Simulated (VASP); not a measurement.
Calculation: PBE GGA, VASP's PBE PAW potentials (set 64) (plane waves; VASP 6.6.1).

The input files of a VASP run:

POSCAR:
```
C
1
    0.0000000000     1.7346120000     1.7346120000
    1.7346120000     0.0000000000     1.7346120000
    1.7346120000     1.7346120000     0.0000000000
C
2
Direct
  0.0000000000   0.0000000000   0.0000000000
  0.2500000000   0.2500000000   0.2500000000
```

INCAR:
```
ALGO = Normal
EDIFF = 1E-8
ENCUT = 500
GGA = PE
ISMEAR = 0
LASPH = .True.
LCHARG = .False.
LREAL = .False.
LWAVE = .True.
NELM = 100
PREC = Normal
SIGMA = 0.01
SYSTEM = C
```

KPOINTS:
```
Automatic mesh
0
Gamma
6 6 6
0 0 0
```

POTCAR, in this order: C_GW_new (PBE.64 set). Program: vasp_std.

What VASP printed:

File OUTCAR:
```
 ion  position               nearest neighbor table
   1  0.000  0.000  0.000-   2 1.50   2 1.50   2 1.50   2 1.50
   2  0.250  0.250  0.250-   1 1.50   1 1.50   1 1.50   1 1.50
  LATTYP: Found a face centered cubic cell.
 ALAT       =     3.4692240000
 Subroutine PRICEL returns:
 Original cell was already a primitive cell.
 Subroutine GETGRP returns: Found 48 space group operations
The static configuration has the point symmetry T_d .
 The point group associated with its full space group is O_h .
The dynamic configuration has the point symmetry T_d .
 Subroutine INISYM returns: Found 48 space group operations
 Subroutine IBZKPT returns following result:
 Found     16 irreducible k-points:

 Following reciprocal coordinates:
            Coordinates               Weight
  0.000000  0.000000  0.000000      1.000000
  0.166667  0.000000  0.000000      8.000000
  0.333333  0.000000  0.000000      8.000000
  0.500000  0.000000  0.000000      4.000000
  0.166667  0.166667  0.000000      6.000000
  0.333333  0.166667  0.000000     24.000000
  0.500000  0.166667  0.000000     24.000000
 -0.333333  0.166667  0.000000     24.000000
 -0.166667  0.166667  0.000000     12.000000
  0.333333  0.333333  0.000000      6.000000
  0.500000  0.333333  0.000000     24.000000
 -0.333333  0.333333  0.000000     12.000000
  0.500000  0.500000  0.000000      3.000000
  0.500000  0.333333  0.166667     24.000000
 -0.333333  0.333333  0.166667     24.000000
 -0.333333  0.500000  0.166667     12.000000
   k-points           NKPTS =     16   k-points in BZ     NKDIM =     16   number of bands    NBANDS=      8
   number of dos      NEDOS =    301   number of ions     NIONS =      2
   total plane-waves  NPLWV =   2744
   dimension x,y,z NGX =    14 NGY =   14 NGZ =   14
   dimension x,y,z NGXF=    28 NGYF=   28 NGZF=   28
   ions per type =               2
   PREC   = normal    normal or accurate (medium, high low for compatibility)
...
```

### OSZICAR
```
       N       E                     dE             d eps       ncg     rms          rms(c)
DAV:   1     0.236790325397E+02    0.23679E+02   -0.60090E+03   256   0.144E+03
DAV:   2    -0.184021396862E+02   -0.42081E+02   -0.40212E+02   392   0.274E+02
DAV:   3    -0.188847271110E+02   -0.48259E+00   -0.48259E+00   360   0.272E+01
DAV:   4    -0.188858606983E+02   -0.11336E-02   -0.11336E-02   360   0.153E+00
DAV:   5    -0.188858672590E+02   -0.65607E-05   -0.65607E-05   376   0.606E-02    0.535E+00
DAV:   6    -0.182714921980E+02    0.61438E+00   -0.43445E-01   376   0.733E+00    0.294E+00
DAV:   7    -0.180561949712E+02    0.21530E+00   -0.47574E-01   408   0.752E+00    0.416E-01
DAV:   8    -0.180574381702E+02   -0.12432E-02   -0.20119E-03   264   0.811E-01    0.483E-02
DAV:   9    -0.180574676838E+02   -0.29514E-04   -0.12193E-04   408   0.163E-01    0.151E-02
DAV:  10    -0.180574782124E+02   -0.10529E-04   -0.10334E-05   288   0.404E-02    0.186E-03
DAV:  11    -0.180574780559E+02    0.15650E-06   -0.29289E-07   400   0.716E-03    0.330E-04
DAV:  12    -0.180574781204E+02   -0.64506E-07   -0.53217E-09   264   0.103E-03    0.352E-05
DAV:  13    -0.180574781161E+02    0.43162E-08   -0.84801E-11   128   0.126E-04
   1 F= -.18057478E+02 E0= -.18057478E+02  d E =-.352051E-14
```

File OUTCAR:
```
------------------------ aborting loop because EDIFF is reached ----------------------------------------
  FORCE on cell =-STRESS in cart. coord.  units (eV):
  Direction    XX          YY          ZZ          XY          YZ          ZX
  --------------------------------------------------------------------------------------
  Total        2.8972610      2.8972610      2.8972610      0.0000000      0.0000000      0.0000000
  in kB      444.6938878    444.6938878    444.6938878      0.0000000      0.0000000      0.0000000
  external PRESSURE =     444.6938878 kB  Pullay stress =       0.0000000 kB
  volume of cell :       10.44
      direct lattice vectors                 reciprocal lattice vectors
     0.000000000  1.734612000  1.734612000    -0.288248899  0.288248899  0.288248899
     1.734612000  0.000000000  1.734612000     0.288248899 -0.288248899  0.288248899
     1.734612000  1.734612000  0.000000000     0.288248899  0.288248899 -0.288248899
 POSITION                                       TOTAL-FORCE (eV/Angst)
 -----------------------------------------------------------------------------------
      0.00000      0.00000      0.00000        -0.000000      0.000000      0.000000
      0.86731      0.86731      0.86731         0.000000     -0.000000     -0.000000
 -----------------------------------------------------------------------------------
    total drift:                               -0.000000     -0.000000     -0.000000
  FREE ENERGIE OF THE ION-ELECTRON SYSTEM (eV)
  ---------------------------------------------------
  free  energy   TOTEN  =       -18.0574781161 eV

  energy  without entropy=      -18.0574781161  energy(sigma->0) =      -18.05747812
```
(Selected blocks of OUTCAR.)

The compound is C in the diamond structure. This cell is one point of a volume scan, at 0.92 of the reference volume. The k-mesh is coarse (spacing up to 0.52 per Å, 2π included), so the numbers may not be converged in it.
